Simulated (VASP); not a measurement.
# NiMoIrPdW: band structure with PBE

NiMoIrPdW:

```
Ni Mo Pd Ir W
1.0
     2.77085    0.00000    0.00000
    -1.38543    2.39963    0.00000
     0.00000    0.00000   22.01961
Ni Mo Pd Ir W
2 2 2 2 2
Direct
  0.33333 0.66667 0.85081
  0.66667 0.33333 0.14919
  0.66667 0.33333 0.76059
  0.33333 0.66667 0.23941
  0.33333 0.66667 0.05329
  0.66667 0.33333 0.94671
  0.33333 0.66667 0.65827
  0.66667 0.33333 0.34173
  0.33333 0.66667 0.44418
  0.66667 0.33333 0.55582
```

The cell was built by a generator and needn't be a form met in nature.

```yaml
Program: VASP 6.6.1
Task: band structure
Functional: PBE
Potentials_or_basis: VASP PAW PBE potentials, release 64 (Ni, Mo_sv, Pd, Ir, W_sv)
Cutoff: 520 eV
k_mesh: 11 × 11 × 2
Occupations: fermi-dirac, width 0.05 eV
Spin: collinear spin, ferromagnetic start, spin-orbit coupling
Further_INCAR_settings: ALGO = Normal; EDIFF = 1e-06; NBANDS = 134
```

* Pressure: 0.7 GPa
* Largest force: 0.072 eV/Å
* Net moment: 0.04 μB per cell
* Valence electrons inside the program's atomic spheres: Ni 9.22; Mo 12.51; Pd 9.41; Ir 8.40; W 12.08

Forces in eV/Å, atoms in the order of the input:
```
Ni   0.000  0.000  0.070
Ni   0.000  0.000 -0.070
Mo   0.000  0.000 -0.072
Mo   0.000  0.000  0.072
Pd   0.000  0.000  0.002
Pd   0.000  0.000 -0.002
Ir   0.000  0.000  0.044
Ir   0.000  0.000 -0.044
W    0.000  0.000 -0.014
W    0.000  0.000  0.014
```

Stress tensor (GPa, compression positive):
```
0.98 0.00 0.00
0.00 0.98 0.00
0.00 0.00 0.05
```

Moments on the atoms (μB; x, y, z):
```
Ni  0.00 0.00 0.02
Ni  0.00 0.00 0.02
Mo  0.00 0.00 0.00
Mo  0.00 0.00 0.00
Pd  0.00 0.00 0.01
Pd  0.00 0.00 0.01
Ir  0.00 0.00 0.00
Ir  0.00 0.00 0.00
W   0.00 0.00 0.00
W   0.00 0.00 0.00
```

Run time: 100 min on 4 MPI ranks on Intel(R) Xeon(R) Platinum 8375C CPU @ 2.90GHz (Ice Lake), with other jobs on the host, peak memory 5.1 GiB a rank.
